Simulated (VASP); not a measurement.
These are PBE GGA with D4 dispersion, VASP's PBE PAW potentials (set 64) (plane waves; VASP) values and carry that method's errors.

VASP ran on this input.

**INCAR**
```
# general
SYSTEM   =  HfB2
PREC     =  Accurate
ENCUT    =  520
LREAL    =  .False.
LASPH    =  .True.

# electronic loop
EDIFF    =  1E-6
NELM     =  100
ALGO     =  Normal
LMAXMIX  =  6

# smearing
ISMEAR   =  1
SIGMA    =  0.1

# functional
GGA      =  PE
IVDW     =  13

# ions
IBRION   =  2
NSW      =  60
ISIF     =  3
EDIFFG   =  -0.02

# output
LWAVE    =  .False.
LCHARG   =  .False.
```

KPOINTS:
```
Automatic mesh
0
Gamma
10 10 8
0 0 0
```

**POSCAR**
```
HfB2
1.0
  1.5628523769  -2.7069399504   0.0000000000
  1.5628523769   2.7069399504   0.0000000000
  0.0000000000   0.0000000000   3.4433193631
Hf B
1 2
Cartesian
  0.0000000000   0.0000000000   0.0000000000
  1.5628523769   0.9023151214   1.7216596816
  1.5628523769  -0.9023151214   1.7216596816
```

POTCAR, in this order: Hf_pv B (PBE.64 set). Program: vasp_std.

Output

OSZICAR:
```
       N       E                     dE             d eps       ncg     rms          rms(c)
DAV:   1     0.272110736315E+02    0.27211E+02   -0.85277E+03  1688   0.128E+03
DAV:   2    -0.270772440043E+02   -0.54288E+02   -0.50613E+02  2124   0.237E+02
DAV:   3    -0.287468685981E+02   -0.16696E+01   -0.16460E+01  2248   0.314E+01
DAV:   4    -0.287592730147E+02   -0.12404E-01   -0.12394E-01  1992   0.293E+00
DAV:   5    -0.287593888157E+02   -0.11580E-03   -0.11578E-03  2200   0.240E-01    0.546E+01
DAV:   6    -0.265007167344E+02    0.22587E+01   -0.51773E+00  2016   0.151E+01    0.397E+01
DAV:   7    -0.264581040946E+02    0.42613E-01   -0.16955E+00  2080   0.908E+00    0.116E+01
DAV:   8    -0.263877256265E+02    0.70378E-01   -0.48308E-01  1980   0.492E+00    0.184E+00
DAV:   9    -0.263834288050E+02    0.42968E-02   -0.30804E-02  1980   0.139E+00    0.236E-01
DAV:  10    -0.263834244508E+02    0.43542E-05   -0.89850E-04  2048   0.244E-01    0.360E-01
DAV:  11    -0.263834226970E+02    0.17538E-05   -0.10799E-04  2016   0.823E-02    0.171E-01
DAV:  12    -0.263834185292E+02    0.41678E-05   -0.10438E-05  2052   0.285E-02    0.228E-02
DAV:  13    -0.263834187159E+02   -0.18669E-06   -0.41692E-07  1144   0.651E-03
   1 F= -.27331551E+02 E0= -.27331376E+02  d E =-.273316E+02
       N       E                     dE             d eps       ncg     rms          rms(c)
DAV:   1    -0.263854673755E+02   -0.20488E-02   -0.12307E-02  1792   0.986E-01    0.253E-01
DAV:   2    -0.263853633369E+02    0.10404E-03   -0.20945E-04  1996   0.137E-01    0.913E-02
DAV:   3    -0.263853135685E+02    0.49768E-04   -0.56420E-05  2052   0.644E-02    0.429E-02
DAV:   4    -0.263853098028E+02    0.37657E-05   -0.61128E-06  2140   0.212E-02    0.295E-02
DAV:   5    -0.263853091346E+02    0.66821E-06   -0.53800E-07  1048   0.579E-03
   2 F= -.27331644E+02 E0= -.27331469E+02  d E =-.937214E-04
```

OUTCAR:
```
------------------------ aborting loop because EDIFF is reached ----------------------------------------
  Edisp (eV):   -0.94634
  FORCE on cell =-STRESS in cart. coord.  units (eV):
  Direction    XX          YY          ZZ          XY          YZ          ZX
  --------------------------------------------------------------------------------------
  Total      -0.02096    -0.02096    -0.02928     0.00000     0.00000     0.00000
  in kB      -1.15114    -1.15114    -1.60841     0.00000     0.00000     0.00000
  external pressure =       -1.30 kB  Pullay stress =        0.00 kB
  volume of cell :       29.17
      direct lattice vectors                 reciprocal lattice vectors
     1.562321560 -2.706020548 -0.000000000     0.320036549 -0.184773172 -0.000000000
     1.562321560  2.706020548 -0.000000000     0.320036549  0.184773172 -0.000000000
     0.000000000  0.000000000  3.449768659     0.000000000  0.000000000  0.289874510
 POSITION                                       TOTAL-FORCE (eV/Angst)
 -----------------------------------------------------------------------------------
      0.00000      0.00000      3.44977         0.000000      0.000000      0.000000
      1.56232      0.90201      1.72488         0.000000      0.000000      0.000000
      1.56232     -0.90201      1.72488        -0.000000     -0.000000     -0.000000
 -----------------------------------------------------------------------------------
    total drift:                               -0.000000     -0.000000      0.000000
  FREE ENERGIE OF THE ION-ELECTRON SYSTEM (eV)
  ---------------------------------------------------
  free  energy   TOTEN  =       -27.3316443924 eV

  energy  without entropy=      -27.3311180982  energy(sigma->0) =      -27.33146896

 reached required accuracy - stopping structural energy minimisation
```
(Selected blocks of OUTCAR.)

**CONTCAR**
```
HfB2
   1.00000000000000
     1.5623215599455194   -2.7060205482321065   -0.0000000000000000
     1.5623215599455194    2.7060205482321065   -0.0000000000000000
     0.0000000000000000    0.0000000000000000    3.4497686593099481
  Hf              B
     1     2
Direct
     0.0000000000000000    0.0000000000000000    1.0000000000000000
     0.3333330000000032    0.6666669999999968    0.5000000000000000
     0.6666669999999968    0.3333330000000032    0.5000000000000000
```

The compound is HfB2 in the AlB2 type structure. This run relaxes it. Symmetry was kept, so distortions that lower it aren't found. The start is the result of an earlier pass.
